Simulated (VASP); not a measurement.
Here is the system:

```xyz
2
Lattice="0.0000 2.5398 2.5398 2.5398 0.0000 2.5398 2.5398 2.5398 0.0000" Properties=species:S:1:pos:R:3 pbc="T T T"
Gd     0.0000     0.0000     0.0000
N      2.5398     2.5398     2.5398
```

The numbers are results of PBE GGA, VASP's PBE PAW potentials (set 64) (plane waves; VASP 6.6.1), not measurements. Run with 520 eV cut-off, 7×7×7 Γ-centred mesh, Gaussian smearing of 0.050 eV, potentials Gd_3 N.

The 4f electrons are frozen in the core of the lanthanide potential, so 4f levels, which can set the real gap, and their magnetism are missing.

**Question.** Predict the energy per atom (σ→0), pressure.

**Answer.** 
```json
{
  "energy per atom (σ→0)": "-8.056 eV/atom",
  "pressure": "-8.00 GPa"
}
```

The absolute energy has meaning only against runs of the same code, potentials and settings.

The compound is GdN in the rock salt structure. The cell was not relaxed at this level.
